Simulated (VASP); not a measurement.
An input for Quantum ESPRESSO's pw.x (written as the equivalent of a VASP run, and not itself run):

```
&CONTROL
  calculation = 'vc-relax'
  pseudo_dir = './pseudo'
  outdir = './out'
  tprnfor = .true.
  tstress = .true.
  nstep = 60
  forc_conv_thr = 0.00078
/
&SYSTEM
  ibrav = 0
  nat = 6
  ntyp = 2
  ecutwfc = 94
  occupations = 'smearing'
  smearing = 'methfessel-paxton'
  degauss = 0.00735
  input_dft = 'pbe'
  nspin = 2
  starting_magnetization(1) = 0.25
/
&ELECTRONS
  conv_thr = 7.3e-08
  electron_maxstep = 100
/
&IONS
/
&CELL
/
ATOMIC_SPECIES
  Cr 51.996 Cr.upf
  O 15.999 O.upf
CELL_PARAMETERS angstrom
     4.4467601    0.0000000    0.0000000
     0.0000000    4.4467601    0.0000000
     0.0000000    0.0000000    2.9255377
ATOMIC_POSITIONS crystal
  Cr   0.0000000  0.0000000  0.0000000
  Cr   0.5000000  0.5000000  0.5000000
  O    0.3036523  0.3036523  1.0000000
  O    0.8036523  0.1963477  0.5000000
  O    0.1963477  0.8036523  0.5000000
  O    0.6963477  0.6963477  0.0000000
K_POINTS automatic
  6 6 9 0 0 0
```

Q: Write the VASP files for the same calculation (PBE).

A: One answer among several that fit: 
File KPOINTS:
```
Regular mesh
0
G
  6 6 9
0 0 0
```

### POSCAR
```
CrO2
1
    4.4467600926     0.0000000000     0.0000000000
    0.0000000000     4.4467600926     0.0000000000
    0.0000000000     0.0000000000     2.9255376534
Cr O
2 4
Direct
  0.0000000000   0.0000000000   0.0000000000
  0.5000000000   0.5000000000   0.5000000000
  0.3036522825   0.3036522825   1.0000000000
  0.8036522825   0.1963477175   0.5000000000
  0.1963477175   0.8036522825   0.5000000000
  0.6963477175   0.6963477175   0.0000000000
```

INCAR:
```
# general
SYSTEM   =  CrO2
PREC     =  Accurate
ENCUT    =  520   # plane-wave cut-off (eV)
LREAL    =  F   # projection in real space or not
LASPH    =  T   # aspherical one-centre terms

# electronic loop
EDIFF    =  1E-6   # SCF stop (eV)
NELM     =  100   # most electronic steps
ALGO     =  Normal   # blocked Davidson
LMAXMIX  =  4   # l cut-off of mixed one-centre charges

# smearing
ISMEAR   =  1
SIGMA    =  0.1   # width (eV)

# functional
GGA      =  PE   # PBE

# spin
ISPIN    =  2   # spin-polarised
MAGMOM   =  2*2.5 4*0.0

# ions
IBRION   =  2
NSW      =  60   # most ionic steps
ISIF     =  3
EDIFFG   =  -0.02   # ionic stop

# output
LWAVE    =  F
LCHARG   =  F
LORBIT   =  10
```

POTCAR, in this order: Cr_pv O (PBE.64 set). Program: vasp_std.

The two are equivalent in intent, not identical: the potentials are each code's own (VASP's PAW set, PseudoDojo norm-conserving files in pw.x), so ENCUT and ecutwfc are chosen apart and not converted; conv_thr bounds pw.x's estimated SCF error, while EDIFF bounds the energy change between steps; starting_magnetization is a fraction of the valence charge and MAGMOM a moment in μB, so they match only roughly; forc_conv_thr acts on force components and is met together with etot_conv_thr.

The compound is CrO2 in the rutile structure. It was relaxed first. The start is the result of an earlier pass.
